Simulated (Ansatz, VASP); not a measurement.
# AlFe: VASP beside Ansatz

Wanted: the spread between two codes on one cell, functional and k mesh. The cell is invented: As first built, before any earlier steps moved the atoms: it takes the AlCo structure with some of its atoms replaced by other elements, volume scaled by an estimate. It may not be a known or stable phase. The cell comes out of the VASP series on this material, whose earlier steps may have relaxed, scaled or displaced it; both programs get it as it stands.

Method: plane waves, with VASP 6.6.1 beside it; band structure at LDA and single point at LDA, in Ansatz 0.2.0.

## 1. Set-up

Symmetry: Pm-3m, No. 221, cubic system. Conventional cell: a = 2.818 Å, b = 2.818 Å, c = 2.818 Å, α = 90.00°, β = 90.00°, γ = 90.00°. Nearest to Fe lie 8 Al at 2.44 Å. Nearest to Al lie 8 Fe at 2.44 Å. As first built, before any earlier steps moved the atoms: sites of the AlCo structure (space group 221) filled with other elements, volume scaled by an estimate. Farther neighbours are not listed.

Structure file:

```
Fe Al
1.0
     2.81778    0.00000    0.00000
     0.00000    2.81778    0.00000
     0.00000    0.00000    2.81778
Fe Al
1 1
Direct
  0.50000 0.50000 0.50000
  0.00000 0.00000 0.00000
```

## 2. VASP: band structure, LDA

Levels along a path test the potential and the projectors away from the mesh points.

Lines of VASP's logs that name or quote its potential files are left out, and so is its time.

Contents of INCAR:

```
SYSTEM = AlFe
PREC = Accurate
ENCUT = 400
EDIFF = 1E-06
NELM = 100
ISMEAR = 1
SIGMA = 0.2
LREAL = .FALSE.
ALGO = Normal
GGA = CA
NBANDS = 18
ISPIN = 2
MAGMOM = 0.74 -0.018
LMAXMIX = 4
LORBIT = 11
LWAVE = .FALSE.
LCHARG = .FALSE.
```

Contents of POSCAR:

```
AlFe
1.0
    2.8177827589      0.0000000000      0.0000000000
    0.0000000000      2.8177827589      0.0000000000
    0.0000000000      0.0000000000      2.8177827589
Fe Al
1 1
Direct
    0.5000000000      0.5000000000      0.5000000000
    0.0000000000      0.0000000000      0.0000000000
```

Contents of KPOINTS:

```
Automatic mesh
0
Gamma
8 8 8
0 0 0
```

Contents of KPOINTS_OPT:

```
Line mode
16
Line-mode
Reciprocal
  0.00000000   0.00000000   0.00000000 GAMMA
  0.00000000   0.50000000   0.00000000 X

  0.00000000   0.50000000   0.00000000 X
  0.50000000   0.50000000   0.00000000 M

  0.50000000   0.50000000   0.00000000 M
  0.00000000   0.00000000   0.00000000 GAMMA

  0.00000000   0.00000000   0.00000000 GAMMA
  0.50000000   0.50000000   0.50000000 R

  0.50000000   0.50000000   0.50000000 R
  0.00000000   0.50000000   0.00000000 X

  0.50000000   0.50000000   0.00000000 M
  0.50000000   0.50000000   0.50000000 R
```

The projector-augmented-wave data sets are Fe and Al (LDA family, release 64).

Launch:

```bash
mpirun -np 1 vasp_std
```

Numbers of over 12 decimals in the logs are rounded to 6 here.

The log of the run:

```text
[banner, memory and clock lines left out]
running    1 mpi-ranks, on    1 nodes
 distrk:  each k-point on    1 cores,    1 groups
 distr:  one band on    1 cores,    1 groups

 POSCAR found type information on POSCAR FeAl
 POSCAR found :  2 types and       2 ions
 LDA part: xc-table for (Slater(with rela. corr.)+CA(PZ))
 , standard interpolation
 POSCAR, INCAR and KPOINTS ok, starting setup
 FFT: planning ... GRIDC
 FFT: planning ... GRID_SOFT
 FFT: planning ... GRID
 WAVECAR not read
 entering main loop
       N       E                     dE             d eps       ncg     rms          rms(c)
DAV:   1     0.251836940877E+02    0.25184E+02   -0.35440E+03  2696   0.493E+02
DAV:   2    -0.145652898733E+02   -0.39749E+02   -0.35336E+02  2718   0.119E+02
DAV:   3    -0.161705323690E+02   -0.16052E+01   -0.15454E+01  3046   0.256E+01
DAV:   4    -0.161905316476E+02   -0.19999E-01   -0.19980E-01  3026   0.250E+00
DAV:   5    -0.161909187433E+02   -0.38710E-03   -0.38708E-03  2948   0.380E-01    0.142E+01
DAV:   7    -0.143674145686E+02    0.33226E+01   -0.24547E+01  2926   0.434E+01    0.261E+00
DAV:   8    -0.143176615992E+02    0.49753E-01   -0.12051E-01  3328   0.266E+00    0.145E+00
DAV:   9    -0.143116352937E+02    0.60263E-02   -0.38659E-02  3188   0.158E+00    0.749E-01
DAV:  10    -0.143128238878E+02   -0.11886E-02   -0.16642E-03  3500   0.327E-01    0.261E-01
DAV:  11    -0.143132308876E+02   -0.40700E-03   -0.10849E-03  3586   0.255E-01    0.882E-02
DAV:  12    -0.143132019892E+02    0.28898E-04   -0.16314E-04  3658   0.112E-01    0.442E-02
DAV:  13    -0.143131955763E+02    0.64129E-05   -0.81496E-06  3288   0.271E-02    0.226E-02
DAV:  14    -0.143131955775E+02   -0.12781E-08   -0.31392E-06  2010   0.156E-02
   1 F= -.14313196E+02 E0= -.14313433E+02  d E =0.713485E-03  mag=     0.7300
 Start KPOINTS_OPT (optional k-point list driver)
k-point batch [1-35\96]
       N       E                     dE             ncg
DAV:   1     0.354722790728E+04   -0.60020E+04     2608
DAV:   2     0.210693879976E+04   -0.14403E+04     2732
DAV:   3     0.204904464413E+04   -0.57894E+02     3060
DAV:   4     0.204840829941E+04   -0.63634E+00     2902
DAV:   5     0.204839615918E+04   -0.12140E-01     3032
DAV:   6     0.204839579045E+04   -0.36872E-03     2908
DAV:   7     0.204839577826E+04   -0.12194E-04     3028
DAV:   8     0.204839577791E+04   -0.34787E-06     2134
[...]
k-point batch [71-96\96]
       N       E                     dE             ncg
DAV:   1     0.712989115413E+04   -0.85693E+04     1954
DAV:   2     0.610443943049E+04   -0.10255E+04     2016
DAV:   3     0.606280506319E+04   -0.41634E+02     2352
DAV:   4     0.606235282872E+04   -0.45223E+00     2180
DAV:   5     0.606234445692E+04   -0.83718E-02     2176
DAV:   6     0.606234418741E+04   -0.26951E-03     2214
DAV:   7     0.606234417801E+04   -0.93981E-05     2222
DAV:   8     0.606234417774E+04   -0.27399E-06     1656
```

OUTCAR, selected parts (step 2):

```text
ion  position               nearest neighbor table
   1  0.500  0.500  0.500-   2 2.44   2 2.44   2 2.44   2 2.44   2 2.44   2 2.44   2 2.44   2 2.44

  LATTYP: Found a simple cubic cell.
 ALAT       =     2.8177827589

 Subroutine GETGRP returns: Found 48 space group operations
 (whereof 48 operations were pure point group operations)

The static configuration has the point symmetry O_h .

 Found     35 irreducible k-points:

   k-points           NKPTS =     35   k-points in BZ     NKDIM =     35   number of bands    NBANDS=     18

   dimension x,y,z NGX =    18 NGY =   18 NGZ =   18
   dimension x,y,z NGXF=    36 NGYF=   36 NGZF=   36

   ENCUT  =  400.0 eV  29.40 Ry    5.42 a.u.   4.60  4.60  4.60*2*pi/ulx,y,z

   NELECT =      11.0000    total number of electrons

 k-points in reciprocal lattice and weights: Automatic mesh
   0.00000000  0.00000000  0.00000000       0.002
   0.12500000  0.00000000  0.00000000       0.012
   0.25000000  0.00000000  0.00000000       0.012
   0.37500000  0.00000000  0.00000000       0.012
   0.50000000  0.00000000  0.00000000       0.006
   0.12500000  0.12500000  0.00000000       0.023
   0.25000000  0.12500000  0.00000000       0.047
   0.37500000  0.12500000  0.00000000       0.047
   0.50000000  0.12500000  0.00000000       0.023
[...]
0.50000000  0.50000000  0.37500000       0.012
   0.50000000  0.50000000  0.50000000       0.002

 average (electrostatic) potential at core
       1 -40.6716       2 -68.7472

 E-fermi :   8.4106

 spin component 1
 k-point     1 :       0.0000    0.0000    0.0000
  band No.  band energies     occupation
    ...
      2       5.6722      1.00000
      3       5.6722      1.00000
      4       8.1715      1.03532
      5       8.1715      1.03532
      6       8.1715      1.03532
      7      15.1200      0.00000
      8      15.1200      0.00000
      9      15.1200      0.00000
     10      18.1118      0.00000
     11      18.1118      0.00000
    ...

 k-point     2 :       0.1250    0.0000    0.0000
  band No.  band energies     occupation
    ...
      2       5.6459      1.00000
      3       5.7633      1.00000
      4       7.9900      1.00565
      5       7.9900      1.00565
      6       8.1918      1.03233
      7      13.1397      0.00000
      8      15.5535      0.00000
      9      15.5535      0.00000
     10      18.0186      0.00000
     11      19.9007      0.00000
    ...

 k-point     3 :       0.2500    0.0000    0.0000
  band No.  band energies     occupation
    ...
      2       5.2917      1.00000
      3       5.9935      1.00000
      4       7.5999      1.00000
      5       7.5999      1.00000
      6       8.2399      1.00251
      7      10.7996     -0.00000
      8      16.7070      0.00000
      9      16.7070      0.00000
     10      17.7625      0.00000
     11      21.7957      0.00000
    ...

 k-point     4 :       0.3750    0.0000    0.0000
  band No.  band energies     occupation
    ...
      2       4.0350      1.00000
      3       6.2413      1.00000
      4       7.2609      1.00000
      5       7.2609      1.00000
      6       8.2888      0.92403
      7       9.6466     -0.00000
      8      17.4594      0.00000
      9      18.3346      0.00000
     10      18.3346      0.00000
     11      22.9035      0.00000
    ...

 k-point     5 :       0.5000    0.0000    0.0000
  band No.  band energies     occupation
    ...
      2       2.1936      1.00000
      3       6.3498      1.00000
      4       7.1316      1.00000
      5       7.1316      1.00000
      6       8.3092      0.87405
      7       9.4174     -0.00000
      8      17.3182      0.00000
      9      19.8635      0.00000
     10      19.8635      0.00000
     11      21.0378      0.00000
    ...

 k-point     6 :       0.1250    0.1250    0.0000
  band No.  band energies     occupation
    ...
      2       5.7155      1.00000
      3       5.7800      1.00000
      4       7.7791      1.00004
      5       7.9742      1.00425
      6       8.0540      1.01509
      7      13.1306      0.00000
      8      13.8878      0.00000
      9      15.9770      0.00000
     10      18.8778      0.00000
     11      21.0285      0.00000
    ...

  Total        0.0059587      0.0059587      0.0059587     -0.0000000     -0.0000000      0.0000000
  in kB        0.4267169      0.4267169      0.4267169     -0.0000000     -0.0000000      0.0000000
  external PRESSURE =       0.4267169 kB  Pullay stress =       0.0000000 kB

  energy-cutoff  :      400.00
  volume of cell :       22.37
      direct lattice vectors                 reciprocal lattice vectors
     2.817782759  0.000000000  0.000000000     0.354888963  0.000000000  0.000000000
     0.000000000  2.817782759  0.000000000     0.000000000  0.354888963  0.000000000
     0.000000000  0.000000000  2.817782759     0.000000000  0.000000000  0.354888963

 POSITION                                       TOTAL-FORCE (eV/Angst)
 -----------------------------------------------------------------------------------
      1.40889      1.40889      1.40889         0.000000      0.000000      0.000000
      0.00000      0.00000      0.00000         0.000000      0.000000      0.000000
 -----------------------------------------------------------------------------------
    total drift:                                0.000000     -0.000000      0.000000

  FREE ENERGIE OF THE ION-ELECTRON SYSTEM (eV)
  ---------------------------------------------------
  free  energy   TOTEN  =       -14.3131955775 eV

  energy  without entropy=      -14.3139090621  energy(sigma->0) =      -14.31343341

 total charge
# of ion       s       p       d       tot
------------------------------------------
    1        0.457   0.545   6.570   7.572
    2        0.414   0.470   0.000   0.884
--------------------------------------------------
tot          0.870   1.015   6.570   8.456

 magnetization (x)
# of ion       s       p       d       tot
------------------------------------------
    1        0.001   0.012   0.727   0.740
    2       -0.006  -0.012   0.000  -0.018
--------------------------------------------------
tot         -0.005  -0.000   0.727   0.722

[... 6 further parts left out ...]
```

The cell holds one magnetic atom, so no antiferromagnetic order fits into it.

(Part 1 of 2 ends here.)

[Lines on the potential files, build, host, timing and source positions are cut from VASP's logs without a mark.]

[Logs are printed without paths, hosts, clocks, repeated set-up lines and the standing remarks that a program may print on its own settings, such as how far it seeks lower states.]

[Hosts, paths, dates, database ids (printed as entryN), source tags and the programs' standing remarks are cut or masked in the printed files.]
